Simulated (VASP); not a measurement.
OSZICAR of a VASP run on Cu16Cl:

File OSZICAR:
```
...
DAV:   4    -0.593415225909E+02    0.38443E-01   -0.37803E-01  1916   0.122E+01    0.278E-01
DAV:   5    -0.593413388339E+02    0.18376E-03   -0.20466E-02  2396   0.230E+00    0.206E-01
DAV:   6    -0.593415392522E+02   -0.20042E-03   -0.62441E-03  1820   0.109E+00    0.131E-01
DAV:   7    -0.593415445767E+02   -0.53244E-05   -0.31777E-03  1986   0.101E+00    0.967E-02
DAV:   8    -0.593414254268E+02    0.11915E-03   -0.90340E-04  2319   0.739E-01    0.537E-02
DAV:   9    -0.593414084310E+02    0.16996E-04   -0.24455E-04  2554   0.237E-01    0.320E-02
DAV:  10    -0.593414217719E+02   -0.13341E-04   -0.11459E-04  1669   0.186E-01    0.237E-02
DAV:  11    -0.593414295387E+02   -0.77668E-05   -0.44748E-05  1586   0.129E-01
   3 F= -.59341430E+02 E0= -.59342167E+02  d E =-.978805E+00
       N       E                     dE             d eps       ncg     rms          rms(c)
DAV:   1    -0.593410107032E+02    0.41107E-03   -0.12633E-01  1564   0.107E+00    0.103E-01
DAV:   2    -0.593418507136E+02   -0.84001E-03   -0.97310E-03  2855   0.115E+00    0.932E-02
DAV:   3    -0.593418796770E+02   -0.28963E-04   -0.69999E-03  2268   0.172E+00    0.706E-02
DAV:   4    -0.593416811575E+02    0.19852E-03   -0.19285E-03  1959   0.896E-01    0.260E-02
DAV:   5    -0.593416972480E+02   -0.16090E-04   -0.23441E-04  2189   0.247E-01    0.203E-02
DAV:   6    -0.593417050556E+02   -0.78076E-05   -0.82670E-05  1671   0.179E-01
   4 F= -.59341705E+02 E0= -.59342423E+02  d E =-.979081E+00
       N       E                     dE             d eps       ncg     rms          rms(c)
DAV:   1    -0.593429458608E+02   -0.12486E-02   -0.22311E+01  1549   0.150E+01    0.939E-01
DAV:   2    -0.594389194495E+02   -0.95974E-01   -0.10879E+00  2309   0.510E+00    0.623E-01
DAV:   3    -0.594358552690E+02    0.30642E-02   -0.39516E-02  1824   0.311E+00    0.419E-01
DAV:   4    -0.594370098316E+02   -0.11546E-02   -0.43871E-02  1828   0.480E+00    0.401E-01
DAV:   5    -0.594342436003E+02    0.27662E-02   -0.38822E-02  1967   0.414E+00    0.275E-01
DAV:   6    -0.594333693815E+02    0.87422E-03   -0.77865E-03  2994   0.173E+00    0.186E-01
DAV:   7    -0.594330133099E+02    0.35607E-03   -0.33070E-03  2661   0.646E-01    0.716E-02
DAV:   8    -0.594330841324E+02   -0.70823E-04   -0.12394E-03  1954   0.646E-01    0.754E-02
DAV:   9    -0.594330895802E+02   -0.54478E-05   -0.42561E-04  1759   0.424E-01    0.615E-02
DAV:  10    -0.594331048065E+02   -0.15226E-04   -0.10146E-04  2066   0.104E-01    0.616E-02
DAV:  11    -0.594330964161E+02    0.83904E-05   -0.28256E-05  1074   0.890E-02
   5 F= -.59433096E+02 E0= -.59433766E+02  d E =-.913914E-01
       N       E                     dE             d eps       ncg     rms          rms(c)
DAV:   1    -0.592091211372E+02    0.22398E+00   -0.71012E+01  1565   0.274E+01    0.171E+00
DAV:   2    -0.595111382499E+02   -0.30202E+00   -0.33955E+00  2288   0.985E+00    0.112E+00
DAV:   3    -0.595018654952E+02    0.92728E-02   -0.13092E-01  1791   0.811E+00    0.741E-01
DAV:   4    -0.595080825470E+02   -0.62171E-02   -0.21637E-01  2060   0.103E+01    0.781E-01
DAV:   5    -0.594972343210E+02    0.10848E-01   -0.16167E-01  2732   0.801E+00    0.515E-01
DAV:   6    -0.594938480789E+02    0.33862E-02   -0.23344E-02  2839   0.289E+00    0.332E-01
DAV:   7    -0.594931236154E+02    0.72446E-03   -0.78191E-03  2074   0.937E-01    0.173E-01
DAV:   8    -0.594931252954E+02   -0.16799E-05   -0.51479E-03  1879   0.134E+00    0.129E-01
DAV:   9    -0.594931335881E+02   -0.82927E-05   -0.14408E-03  2485   0.673E-01    0.132E-01
DAV:  10    -0.594931306005E+02    0.29876E-05   -0.50592E-04  2410   0.351E-01    0.837E-02
DAV:  11    -0.594931446949E+02   -0.14094E-04   -0.13950E-04  2104   0.152E-01    0.522E-02
DAV:  12    -0.594931514203E+02   -0.67254E-05   -0.10399E-04  1933   0.186E-01    0.335E-02
DAV:  13    -0.594931558930E+02   -0.44727E-05   -0.49613E-05  1298   0.128E-01
   6 F= -.59493156E+02 E0= -.59493462E+02  d E =-.151451E+00
       N       E                     dE             d eps       ncg     rms          rms(c)
DAV:   1    -0.594846418956E+02    0.85095E-02   -0.56963E+00  1544   0.764E+00    0.494E-01
DAV:   2    -0.595068036385E+02   -0.22162E-01   -0.24923E-01  2317   0.354E+00    0.358E-01
DAV:   3    -0.595077722040E+02   -0.96857E-03   -0.45367E-02  1884   0.472E+00    0.311E-01
DAV:   4    -0.595067033017E+02    0.10689E-02   -0.43023E-02  1732   0.445E+00    0.204E-01
DAV:   5    -0.595056242421E+02    0.10791E-02   -0.12130E-02  2668   0.221E+00    0.127E-01
DAV:   6    -0.595055637418E+02    0.60500E-04   -0.25938E-03  2232   0.764E-01    0.787E-02
DAV:   7    -0.595055742217E+02   -0.10480E-04   -0.86488E-04  2092   0.563E-01    0.573E-02
DAV:   8    -0.595055613981E+02    0.12824E-04   -0.41449E-04  2077   0.423E-01    0.249E-02
DAV:   9    -0.595055802029E+02   -0.18805E-04   -0.15922E-04  2086   0.146E-01    0.226E-02
DAV:  10    -0.595055909601E+02   -0.10757E-04   -0.56194E-05  1421   0.128E-01    0.218E-02
DAV:  11    -0.595055941983E+02   -0.32381E-05   -0.86729E-06   965   0.574E-02
   7 F= -.59505594E+02 E0= -.59505717E+02  d E =-.124383E-01
       N       E                     dE             d eps       ncg     rms          rms(c)
DAV:   1    -0.594993620428E+02    0.62289E-02   -0.24245E+00  1549   0.497E+00    0.325E-01
DAV:   2    -0.595085824775E+02   -0.92204E-02   -0.10373E-01  2325   0.219E+00    0.220E-01
DAV:   3    -0.595093207736E+02   -0.73830E-03   -0.22250E-02  1876   0.326E+00    0.218E-01
DAV:   4    -0.595085487116E+02    0.77206E-03   -0.19225E-02  1740   0.297E+00    0.125E-01
DAV:   5    -0.595081907084E+02    0.35800E-03   -0.43422E-03  2700   0.132E+00    0.831E-02
DAV:   6    -0.595081700200E+02    0.20688E-04   -0.10458E-03  2136   0.510E-01    0.508E-02
DAV:   7    -0.595081763892E+02   -0.63691E-05   -0.38495E-04  2100   0.368E-01    0.376E-02
DAV:   8    -0.595081698388E+02    0.65504E-05   -0.17774E-04  2029   0.272E-01    0.165E-02
DAV:   9    -0.595081740766E+02   -0.42378E-05   -0.53371E-05  1344   0.104E-01
   8 F= -.59508174E+02 E0= -.59508199E+02  d E =-.150182E-01
       N       E                     dE             d eps       ncg     rms          rms(c)
DAV:   1    -0.595079958898E+02    0.17395E-03   -0.53946E-02  1549   0.753E-01    0.591E-02
DAV:   2    -0.595082060147E+02   -0.21012E-03   -0.24122E-03  2328   0.306E-01    0.336E-02
DAV:   3    -0.595082092117E+02   -0.31970E-05   -0.18174E-04  1813   0.323E-01    0.234E-02
DAV:   4    -0.595082054120E+02    0.37997E-05   -0.88388E-05  1647   0.260E-01
   9 F= -.59508205E+02 E0= -.59508224E+02  d E =-.150495E-01
       N       E                     dE             d eps       ncg     rms          rms(c)
DAV:   1    -0.595081039179E+02    0.10529E-03   -0.16949E+00  1617   0.420E+00    0.167E-01
DAV:   2    -0.595110449262E+02   -0.29410E-02   -0.31931E-02  2580   0.184E+00    0.145E-01
DAV:   3    -0.595112791417E+02   -0.23422E-03   -0.19590E-02  1964   0.289E+00    0.147E-01
DAV:   4    -0.595107039641E+02    0.57518E-03   -0.53405E-03  1732   0.157E+00    0.577E-02
DAV:   5    -0.595107821041E+02   -0.78140E-04   -0.99498E-04  1855   0.440E-01    0.493E-02
DAV:   6    -0.595107981071E+02   -0.16003E-04   -0.47002E-04  1672   0.456E-01    0.274E-02
DAV:   7    -0.595108027038E+02   -0.45967E-05   -0.12989E-04  2234   0.180E-01    0.123E-02
DAV:   8    -0.595108021936E+02    0.51018E-06   -0.17682E-05   972   0.868E-02
  10 F= -.59510802E+02 E0= -.59510686E+02  d E =-.259678E-02
       N       E                     dE             d eps       ncg     rms          rms(c)
DAV:   1    -0.595083076267E+02    0.24951E-02   -0.21498E+00  1622   0.471E+00    0.192E-01
DAV:   2    -0.595119808837E+02   -0.36733E-02   -0.38847E-02  2348   0.165E+00    0.149E-01
DAV:   3    -0.595124181623E+02   -0.43728E-03   -0.13868E-02  1820   0.260E+00    0.149E-01
DAV:   4    -0.595117929346E+02    0.62523E-03   -0.75361E-03  1828   0.182E+00    0.700E-02
DAV:   5    -0.595117840044E+02    0.89302E-05   -0.95166E-04  2458   0.515E-01    0.506E-02
DAV:   6    -0.595117944266E+02   -0.10422E-04   -0.35694E-04  1845   0.364E-01    0.303E-02
DAV:   7    -0.595118034924E+02   -0.90657E-05   -0.24359E-04  2167   0.277E-01    0.206E-02
DAV:   8    -0.595118003386E+02    0.31537E-05   -0.65872E-05  1458   0.171E-01
  11 F= -.59511800E+02 E0= -.59511547E+02  d E =-.359493E-02
       N       E                     dE             d eps       ncg     rms          rms(c)
DAV:   1    -0.595115689014E+02    0.23459E-03   -0.51368E-01  1606   0.232E+00    0.573E-02
DAV:   2    -0.595124490056E+02   -0.88010E-03   -0.91932E-03  2275   0.622E-01    0.562E-02
DAV:   3    -0.595124622176E+02   -0.13212E-04   -0.88750E-04  1706   0.613E-01    0.497E-02
DAV:   4    -0.595124352670E+02    0.26951E-04   -0.47169E-04  1669   0.470E-01    0.345E-02
DAV:   5    -0.595124271607E+02    0.81063E-05   -0.15787E-04  1045   0.257E-01    0.288E-02
DAV:   6    -0.595124230986E+02    0.40621E-05   -0.15516E-04  2278   0.199E-01    0.154E-02
DAV:   7    -0.595124215247E+02    0.15740E-05   -0.21714E-05   975   0.689E-02
  12 F= -.59512422E+02 E0= -.59512117E+02  d E =-.621186E-03
       N       E                     dE             d eps       ncg     rms          rms(c)
DAV:   1    -0.595117196807E+02    0.70342E-03   -0.53740E-01  1606   0.238E+00    0.599E-02
DAV:   2    -0.595126511119E+02   -0.93143E-03   -0.98407E-03  2275   0.632E-01    0.582E-02
DAV:   3    -0.595126321113E+02    0.19001E-04   -0.38872E-04  1635   0.335E-01    0.414E-02
DAV:   4    -0.595126225349E+02    0.95764E-05   -0.79745E-05  1639   0.220E-01
  13 F= -.59512623E+02 E0= -.59512285E+02  d E =-.822196E-03
```

**Question.** Which electronic solver shows in the log?

**Answer.** It is blocked Davidson (ALGO = Normal, or the opening steps of other solvers). The INCAR had ALGO = Normal.

**Question.** Can the final energy be trusted as converged?

**Answer.** The calculation finished and met its thresholds. It stopped with EDIFF = 1E-5, NELM = 100, NSW = 50 and EDIFFG = -0.03 after 13 ionic steps (PBE GGA, plane waves, VASP's PBE PAW potentials (set 64)).

The cell is a thin slab with vacuum, built from Cu (fcc): (111) face, Cl adsorbed.
